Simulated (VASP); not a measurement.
The input files of a VASP run:

INCAR:
```
SYSTEM = MoSe2
PREC = Accurate; ENCUT = 400; LREAL = F
LASPH = T
EDIFF = 1E-6; NELM = 100; ALGO = Normal
LMAXMIX = 4
ISMEAR = 0; SIGMA = 0.05
GGA = PE; IVDW = 12
IBRION = 2; NSW = 60; ISIF = 3
EDIFFG = -0.02
LWAVE = F; LCHARG = F
```

File POSCAR:
```
MoSe2
1.0
  3.2764092248   0.0000000000   0.0000000000
 -1.6382046124   2.8374540888   0.0000000000
  0.0000000000   0.0000000000  12.7041498689
Se Mo
4 2
Cartesian
 -0.0000016382   1.8916370050   7.8533982512
  1.6382062506   0.9458170838   1.5013233167
 -0.0000016382   1.8916370050  11.2028265522
  1.6382062506   0.9458170838   4.8507516177
 -0.0000016382   1.8916370050   3.1760374672
  1.6382062506   0.9458170838   9.5281124017
```

KPOINTS:
```
Automatic
0
Gamma
7 7 2
```

POTCAR, in this order: Se Mo_sv (PBE.64 set). Program: vasp_std.

Question: Write an equivalent input for Quantum ESPRESSO's pw.x.

Answer: One equivalent input (not run):
```
&CONTROL
  calculation = 'vc-relax'
  pseudo_dir = './pseudo'
  outdir = './out'
  tprnfor = .true.
  tstress = .true.
  nstep = 60
  forc_conv_thr = 0.00078
/
&SYSTEM
  ibrav = 0
  nat = 6
  ntyp = 2
  ecutwfc = 86
  occupations = 'smearing'
  smearing = 'gaussian'
  degauss = 0.003675
  input_dft = 'pbe'
  vdw_corr = 'grimme-d3'
  dftd3_version = 4
  dftd3_threebody = .false.
/
&ELECTRONS
  conv_thr = 7.3e-08
  electron_maxstep = 100
/
&IONS
/
&CELL
/
ATOMIC_SPECIES
  Se 78.971 Se.upf
  Mo 95.950 Mo.upf
CELL_PARAMETERS angstrom
     3.2764092   -0.0000000    0.0000000
    -1.6382046    2.8374541   -0.0000000
     0.0000000   -0.0000000   12.7041499
ATOMIC_POSITIONS crystal
  Se   0.3333330  0.6666670  0.6181758
  Se   0.6666670  0.3333330  0.1181758
  Se   0.3333330  0.6666670  0.8818242
  Se   0.6666670  0.3333330  0.3818242
  Mo   0.3333330  0.6666670  0.2500000
  Mo   0.6666670  0.3333330  0.7500000
K_POINTS automatic
  7 7 2 0 0 0
```
The two are equivalent in intent, not identical: the potentials are each code's own (VASP's PAW set, PseudoDojo norm-conserving files in pw.x), so ENCUT and ecutwfc are chosen apart and not converted; conv_thr bounds pw.x's estimated SCF error, while EDIFF bounds the energy change between steps; forc_conv_thr acts on force components and is met together with etot_conv_thr.

The structure comes from a measured MoSe2 entry (P6_3/mmc) of the Crystallography Open Database, whose conditions weren't checked. This run relaxes it. Symmetry was kept, so distortions that lower it aren't found. The start is the result of an earlier pass.
